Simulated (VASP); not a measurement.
A run of VASP 6.6.1 is set up as follows.

POSCAR

```
MgO                                     
1.0
    0.0000000000      2.1234053453      2.1234053453
    2.1234053453      0.0000000000      2.1234053453
    2.1234053453      2.1234053453      0.0000000000
  Mg              O             
     1     1
Direct
     0.0000000000000000    0.0000000000000000    0.0000000000000000
     0.5000000000000000    0.5000000000000000    0.5000000000000000
```

The input INCAR.step1:

```
  PREC = Accurate
  ENCUT = 520
  EDIFF = 1E-7
  ISMEAR = 0
  SIGMA = 0.02
  LREAL = False
  LASPH = True
  NELM = 60
  ALGO = Normal
  ISIF = 2
  LWAVE = False
  LCHARG = True
  GGA = PE
  NBANDS = 11
```

The input KPOINTS.step1:

```
regular mesh
0
Gamma
  8 8 8
```

Contents of INCAR.step2:

```
  PREC = Accurate
  ENCUT = 520
  EDIFF = 1E-7
  ISMEAR = 0
  SIGMA = 0.05
  LREAL = False
  LASPH = True
  NELM = 60
  ALGO = Normal
  ISIF = 2
  LWAVE = False
  LCHARG = False
  GGA = PE
  NBANDS = 11
  ICHARG = 11
```

Contents of KPOINTS.step2:

```
path GXWKGLUWLK,UX
10
line-mode
reciprocal
 0.0000000000  0.0000000000  0.0000000000  G
 0.5000000000  0.0000000000  0.5000000000  X

 0.5000000000  0.0000000000  0.5000000000  X
 0.5000000000  0.2500000000  0.7500000000  W

 0.5000000000  0.2500000000  0.7500000000  W
 0.3750000000  0.3750000000  0.7500000000  K

 0.3750000000  0.3750000000  0.7500000000  K
 0.0000000000  0.0000000000  0.0000000000  G

 0.0000000000  0.0000000000  0.0000000000  G
 0.5000000000  0.5000000000  0.5000000000  L

 0.5000000000  0.5000000000  0.5000000000  L
 0.6250000000  0.2500000000  0.6250000000  U

 0.6250000000  0.2500000000  0.6250000000  U
 0.5000000000  0.2500000000  0.7500000000  W

 0.5000000000  0.2500000000  0.7500000000  W
 0.5000000000  0.5000000000  0.5000000000  L

 0.5000000000  0.5000000000  0.5000000000  L
 0.3750000000  0.3750000000  0.7500000000  K

 0.6250000000  0.2500000000  0.6250000000  U
 0.5000000000  0.0000000000  0.5000000000  X
```

Potentials or basis: VASP PAW PBE potentials, release 64 (Mg, O).

Command:

```sh
$ cat potpaw_PBE.64/Mg/POTCAR potpaw_PBE.64/O/POTCAR > POTCAR
$ cp INCAR.step1 INCAR
$ cp KPOINTS.step1 KPOINTS
$ mpirun -np 1 vasp_std > vasp.out
$ cp INCAR.step2 INCAR
$ cp KPOINTS.step2 KPOINTS
$ mpirun -np 1 vasp_std > vasp.out
```

Question: Estimate the band gap along the path.

Answer: 4.49 eV, direct.

Question: Predict the band gap on the k mesh.

Answer: 4.49 eV, direct.

Levels at the corners of the path, in eV from the valence-band top:
```tsv
point	band 2	band 3	band 4	band 5	band 6	band 7
Γ	0.00	0.00	0.00	4.49	15.66	15.66
X	-3.98	-1.31	-1.31	9.09	9.70	12.84
X	-3.98	-1.31	-1.31	9.09	9.70	12.84
W	-2.88	-2.88	-1.72	11.48	11.48	11.87
W	-2.88	-2.88	-1.72	11.48	11.48	11.87
K	-3.40	-2.64	-1.11	9.97	11.49	12.31
K	-3.40	-2.64	-1.11	9.97	11.49	12.31
Γ	0.00	0.00	0.00	4.49	15.66	15.66
Γ	0.00	0.00	0.00	4.49	15.66	15.66
L	-4.51	-0.63	-0.63	7.74	12.33	16.06
L	-4.51	-0.63	-0.63	7.74	12.33	16.06
U	-3.40	-2.64	-1.11	9.97	11.49	12.31
U	-3.40	-2.64	-1.11	9.97	11.49	12.31
W	-2.88	-2.88	-1.72	11.48	11.48	11.87
W	-2.88	-2.88	-1.72	11.48	11.48	11.87
L	-4.51	-0.63	-0.63	7.74	12.33	16.06
L	-4.51	-0.63	-0.63	7.74	12.33	16.06
K	-3.40	-2.64	-1.11	9.97	11.49	12.31
U	-3.40	-2.64	-1.11	9.97	11.49	12.31
X	-3.98	-1.31	-1.31	9.09	9.70	12.84
```

Caveat: the log is that of the step along the path at fixed density, whose energy, stress, charges and moments have no meaning.

**What was measured.**

“Electronic structure of alkaline earth and post-transition metal oxides”, 2009, arxiv:0908.1581 quotes, for a bulk crystal of MgO: band gap 7.83 eV.

A measured gap of MgO is 7.83 eV (quoted in “Electronic structure of alkaline earth and post-transition metal oxides”, 2009, arxiv:0908.1581); the calculated 4.49 eV misses it by -3.34 eV. The value is that of PBE, without temperature or zero-point motion. Semilocal functionals fall short of measured gaps as a rule.
